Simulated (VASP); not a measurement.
## Ir: Ir into a neighbouring Ir vacancy

How hard is this move in Ir: Ir into a neighbouring Ir vacancy? Both ends are relaxed first, then a band of images between them.

Method: PBEsol; plane waves and PAW (Ir), in VASP 6.6.1.

**1. The host crystal**

The structure is cubic, space group Fm-3m (No. 225). The conventional cell has a = 3.840 Å, b = 3.840 Å, c = 3.840 Å, α = 90.00°, β = 90.00°, γ = 90.00°. Nearest to Ir lie 12 Ir at 2.72 Å.

Coordinates:

```xyz
1
Lattice="0.0000 1.9200 1.9200 1.9200 0.0000 1.9200 1.9200 1.9200 0.0000" Properties=species:S:1:pos:R:3 pbc="T T T"
Ir    0.0000    0.0000    0.0000
```

**2. Relax the host**

First cell and atoms are relaxed at a raised cutoff, so that later runs start from this functional's own cell.

INCAR reads:

```
SYSTEM = Ir
PREC = Accurate
ENCUT = 350
EDIFF = 1E-06
NELM = 120
ISMEAR = 1
SIGMA = 0.15
LREAL = .FALSE.
ALGO = Normal
GGA = PS
NBANDS = 10
LASPH = .TRUE.
LORBIT = 11
LWAVE = .FALSE.
LCHARG = .FALSE.
KPAR = 6
IBRION = 2
NSW = 40
ISIF = 3
EDIFFG = -0.02
POTIM = 0.4
```

POSCAR reads:

```
Ir
1.0
    0.0000000000      1.9200000000      1.9200000000
    1.9200000000      0.0000000000      1.9200000000
    1.9200000000      1.9200000000      0.0000000000
Ir
1
Direct
    0.0000000000      0.0000000000      0.0000000000
```

KPOINTS reads:

```
Automatic mesh
0
Gamma
15 15 15
0 0 0
```

Potentials, in the order of the species: Ir (PBE family, release 64).

Run with:

```console
$ mpirun -np 6 vasp_std
```

What it wrote:

```text
[banner, memory and clock lines left out]
running    6 mpi-ranks, on    1 nodes
 distrk:  each k-point on    1 cores,    6 groups
 distr:  one band on    1 cores,    1 groups

 POSCAR found type information on POSCAR Ir
 POSCAR found :  1 types and       1 ions
|                                                                             |
|           W    W    AA    RRRRR   N    N  II  N    N   GGGG   !!!           |
|           W    W   A  A   R    R  NN   N  II  NN   N  G    G  !!!           |
|           W    W  A    A  R    R  N N  N  II  N N  N  G       !!!           |
|           W WW W  AAAAAA  RRRRR   N  N N  II  N  N N  G  GGG   !            |
|           WW  WW  A    A  R   R   N   NN  II  N   NN  G    G                |
|           W    W  A    A  R    R  N    N  II  N    N   GGGG   !!!           |
|                                                                             |
|     For optimal performance we recommend to set                             |
|       NCORE = 2 up to number-of-cores-per-socket                            |
|     NCORE specifies how many cores store one orbital (NPAR=cpu/NCORE).      |
|     This setting can greatly improve the performance of VASP for DFT.       |
|     The default, NCORE=1 might be grossly inefficient on modern             |
|     multi-core architectures or massively parallel machines. Do your        |
|     Unfortunately you need to use the default for GW and RPA                |
|     calculations (for HF NCORE is supported but not extensively tested      |
|     yet).                                                                   |
|                                                                             |

|                                                                             |
|               ----> ADVICE to this user running VASP <----                  |
|                                                                             |
|     You enforced a specific xc type in the INCAR file but a different       |
|     [... a line on the potential file left out ...]
|     I HOPE YOU KNOW WHAT YOU ARE DOING!                                     |
|                                                                             |

 LDA part: xc-table for (Slater+PW92), standard interpolation
 POSCAR, INCAR and KPOINTS ok, starting setup
 FFT: planning ... GRIDC
 FFT: planning ... GRID_SOFT
 FFT: planning ... GRID
 WAVECAR not read
 entering main loop
       N       E                     dE             d eps       ncg     rms          rms(c)
DAV:   1     0.305916480884E+02    0.30592E+02   -0.34664E+03  2648   0.583E+02
DAV:   2    -0.984710019801E+01   -0.40439E+02   -0.38036E+02  2488   0.161E+02
DAV:   3    -0.104558641126E+02   -0.60876E+00   -0.60797E+00  2790   0.232E+01
DAV:   4    -0.104608351348E+02   -0.49710E-02   -0.49704E-02  2720   0.201E+00
DAV:   5    -0.104609298043E+02   -0.94669E-04   -0.94669E-04  2794   0.259E-01    0.157E+01
DAV:   6    -0.992781485530E+01    0.53311E+00   -0.94672E-01  2668   0.115E+01    0.615E+00
DAV:   7    -0.983185300348E+01    0.95962E-01   -0.28892E-01  2814   0.583E+00    0.145E+00
DAV:   8    -0.982999261019E+01    0.18604E-02   -0.20987E-03  2568   0.447E-01    0.123E+00
DAV:   9    -0.982475707984E+01    0.52355E-02   -0.26314E-03  2622   0.719E-01    0.465E-02
DAV:  10    -0.982473575231E+01    0.21328E-04   -0.22724E-05  3430   0.549E-02    0.250E-02
DAV:  11    -0.982473727316E+01   -0.15209E-05   -0.13879E-06  2370   0.761E-03    0.293E-03
DAV:  12    -0.982473727614E+01   -0.29719E-08   -0.28065E-08  1280   0.164E-03
   1 F= -.98247373E+01 E0= -.98244770E+01  d E =-.982474E+01
 curvature:   0.00 expect dE= 0.000E+00 dE for cont linesearch  0.000E+00
 trial: gam= 0.00000 g(F)=  0.147E-65 g(S)=  0.481E-02 ort = 0.000E+00 (trialstep = 0.100E+01)
 search vector abs. value=  0.481E-02
 bond charge predicted
       N       E                     dE             d eps       ncg     rms          rms(c)
DAV:   1    -0.984689339530E+01   -0.22156E-01   -0.91229E-01  2596   0.134E+01    0.175E+00
DAV:   2    -0.982265947957E+01    0.24234E-01   -0.51765E-02  2624   0.276E+00    0.542E-01
DAV:   3    -0.981980851629E+01    0.28510E-02   -0.10874E-02  2810   0.114E+00    0.137E-01
DAV:   4    -0.981982030888E+01   -0.11793E-04   -0.22788E-04  2888   0.128E-01    0.228E-02
DAV:   5    -0.981982944862E+01   -0.91397E-05   -0.92432E-06  3102   0.181E-02    0.456E-03
DAV:   6    -0.981983112162E+01   -0.16730E-05   -0.74046E-07  1982   0.478E-03    0.165E-04
DAV:   7    -0.981983111156E+01    0.10066E-07   -0.22571E-08  1224   0.136E-03
   2 F= -.98198311E+01 E0= -.98196009E+01  d E =0.490616E-02
 trial-energy change:    0.004906  1 .order    0.005030   -0.004806    0.014865
 step:   0.2514(harm=  0.2443)  dis= 0.00000  next Energy=    -9.825343 (dE=-0.606E-03)
 bond charge predicted
       N       E                     dE             d eps       ncg     rms          rms(c)
DAV:   1    -0.984051153899E+01   -0.20680E-01   -0.51060E-01  2592   0.100E+01    0.119E+00
DAV:   2    -0.982691450734E+01    0.13597E-01   -0.30991E-02  2620   0.212E+00    0.447E-01
DAV:   3    -0.982535298377E+01    0.15615E-02   -0.60951E-03  2834   0.841E-01    0.131E-01
DAV:   4    -0.982534823033E+01    0.47534E-05   -0.14265E-04  2828   0.109E-01    0.166E-02
DAV:   5    -0.982535094777E+01   -0.27174E-05   -0.48700E-06  3176   0.122E-02    0.396E-03
DAV:   6    -0.982535118772E+01   -0.23995E-06   -0.62927E-08  1260   0.220E-03
   3 F= -.98253512E+01 E0= -.98250988E+01  d E =-.613912E-03
 curvature:  -0.12 expect dE=-0.227E-08 dE for cont linesearch -0.227E-08
 trial: gam=-0.00196 g(F)=  0.229E-65 g(S)=  0.186E-07 ort = 0.946E-05 (trialstep = 0.850E+00)
 search vector abs. value=  0.100E-09
 reached required accuracy - stopping structural energy minimisation
```

Run time: 9.4 s. Hardware: 6 MPI ranks of Intel Xeon Platinum 8375C at 2.90GHz (Ice Lake), shared host; peak memory 0.78 GiB.

Lines that name or quote the potential files are left out of all logs, and their timing lines are given in words.

OUTCAR, selected parts (step 2):

```text
ion  position               nearest neighbor table
   1  0.000  0.000  0.000-

  LATTYP: Found a face centered cubic cell.
 ALAT       =     3.8400000000

 Subroutine GETGRP returns: Found 48 space group operations
 (whereof 48 operations were pure point group operations)

The static configuration has the point symmetry O_h .

 Found    120 irreducible k-points:

   k-points           NKPTS =    120   k-points in BZ     NKDIM =    120   number of bands    NBANDS=     10

   dimension x,y,z NGX =    18 NGY =   18 NGZ =   18
   dimension x,y,z NGXF=    36 NGYF=   36 NGZF=   36

   ENCUT  =  350.0 eV  25.72 Ry    5.07 a.u.   4.14  4.14  4.14*2*pi/ulx,y,z

   NELECT =       9.0000    total number of electrons

 k-points in reciprocal lattice and weights: Automatic mesh
   0.00000000  0.00000000  0.00000000       0.000
   0.06666667  0.00000000  0.00000000       0.002
   0.13333333  0.00000000  0.00000000       0.002
   0.20000000  0.00000000  0.00000000       0.002
   0.26666667  0.00000000  0.00000000       0.002
   0.33333333  0.00000000  0.00000000       0.002
   0.40000000  0.00000000  0.00000000       0.002
   0.46666667  0.00000000  0.00000000       0.002
   0.06666667  0.06666667  0.00000000       0.002
[...]
-0.33333333  0.46666667  0.20000000       0.007
  -0.26666667  0.46666667  0.20000000       0.007

 average (electrostatic) potential at core
       1 -48.5231

 E-fermi :  10.4070

 k-point     1 :       0.0000    0.0000    0.0000
  band No.  band energies     occupation
    ...
      2       6.4024      2.00000
      3       6.4024      2.00000
      4       6.4024      2.00000
      5       9.1415      2.00000
      6       9.1415      2.00000
      7      24.6469      0.00000
      8      30.2531      0.00000
      9      30.2531      0.00000
     10      30.2531      0.00000

 k-point     2 :       0.0667    0.0000    0.0000
  band No.  band energies     occupation
    ...
      2       6.2960      2.00000
      3       6.4886      2.00000
      4       6.4886      2.00000
      5       9.0856      2.00000
      6       9.0856      2.00000
      7      24.9911      0.00000
      8      29.2320      0.00000
      9      30.5812      0.00000
     10      30.5812      0.00000

 k-point     3 :       0.1333    0.0000    0.0000
  band No.  band energies     occupation
    ...
      2       6.0431      2.00000
      3       6.6978      2.00000
      4       6.6978      2.00000
      5       8.9862      2.00000
      6       8.9862      2.00000
      7      25.8879      0.00000
      8      27.4204      0.00000
      9      31.5216      0.00000
     10      31.5216      0.00000

  Total       -0.0004011     -0.0004011     -0.0004011     -0.0000000      0.0000000     -0.0000000
  in kB       -0.0456641     -0.0456641     -0.0456641     -0.0000000      0.0000000     -0.0000000
  external PRESSURE =      -0.0456641 kB  Pullay stress =       0.0000000 kB

  energy-cutoff  :      350.00
  volume of cell :       14.07
      direct lattice vectors                 reciprocal lattice vectors
     0.000000000  1.916204872  1.916204872    -0.260932433  0.260932433  0.260932433
     1.916204872 -0.000000000  1.916204872     0.260932433 -0.260932433  0.260932433
     1.916204872  1.916204872  0.000000000     0.260932433  0.260932433 -0.260932433

 POSITION                                       TOTAL-FORCE (eV/Angst)
 -----------------------------------------------------------------------------------
      0.00000      0.00000      0.00000        -0.000000      0.000000      0.000000
 -----------------------------------------------------------------------------------
    total drift:                                0.000000     -0.000000     -0.000000

  FREE ENERGIE OF THE ION-ELECTRON SYSTEM (eV)
  ---------------------------------------------------
  free  energy   TOTEN  =        -9.8253511877 eV

  energy  without entropy=       -9.8245938814  energy(sigma->0) =       -9.82509875

 reached required accuracy - stopping structural energy minimisation

 total charge
# of ion       s       p       d       tot
------------------------------------------
    1        0.675   0.748   6.979   8.402

[... 3 further parts left out ...]
```

CONTCAR:

```
Ir
   1.00000000000000
     0.0000000000000000    1.9162048723735394    1.9162048723735394
     1.9162048723735394   -0.0000000000000000    1.9162048723735394
     1.9162048723735394    1.9162048723735394    0.0000000000000000
  Ir
     1
Direct
     0.0000000000000000    0.0000000000000000    0.0000000000000000
```

This run has no spin polarisation. Its electron count is odd, so without a moment it is a metal by construction. The PAW data sets were made with PBE, which is usual practice but a small mismatch for other functionals. The run keeps the 48 symmetry operations of its start, so it cannot find a distortion of lower symmetry.

Step by step:

| step | energy less that of the first step (eV) | largest force (eV/Å) | pressure (GPa) | volume (Å³) |
| --- | --- | --- | --- | --- |
| 1 | 0.0000 | 0.0000 | -2.31 | 14.16 |
| 2 | 0.0049 | 0.0000 | 7.30 | 13.82 |
| 3 | -0.0006 | 0.0000 | 0.00 | 14.07 |

| conventional cell, symmetrised | before | after | change |
| --- | --- | --- | --- |
| a (Å) | 3.840 | 3.832 | -0.2 % |
| b (Å) | 3.840 | 3.832 | -0.2 % |
| c (Å) | 3.840 | 3.832 | -0.2 % |
| volume (Å³/atom) | 14.16 | 14.07 | -0.6 % |

Final coordinates:

```cif
data_structure
_symmetry_space_group_name_H-M 'P 1'
_symmetry_Int_Tables_number 1
_cell_length_a 2.7099
_cell_length_b 2.7099
_cell_length_c 2.7099
_cell_angle_alpha 60.000
_cell_angle_beta 60.000
_cell_angle_gamma 60.000
_cell_volume 14.07
loop_
_atom_site_label
_atom_site_type_symbol
_atom_site_fract_x
_atom_site_fract_y
_atom_site_fract_z
_atom_site_occupancy
Ir1 Ir 0.00000 0.00000 0.00000 1
```

This step gave:

| Quantity | Value |
| --- | --- |
| electronic cycles | 25 |
| electrons | 9 |
| free energy (TOTEN) | -9.825 eV |
| energy at zero smearing | -9.825 eV |
| Fermi energy | 10.41 eV |
| labelled metallic, from the levels on this mesh | yes |

The run ended after 3 ionic steps, 0.001 eV below its first step, once forces and stress met EDIFFG = -0.02.

(Continued in part 2 of 4.)

[Lines on the potential files, build, host, timing and source positions are cut from VASP's logs without a mark.]

[Logs are printed without paths, hosts, clocks, repeated set-up lines and the standing remarks that a program may print on its own settings, such as how far it seeks lower states.]

[Hosts, paths, dates, database ids (printed as entryN), source tags and the programs' standing remarks are cut or masked in the printed files.]

[Runs that stopped without an error message from VASP are left out.]
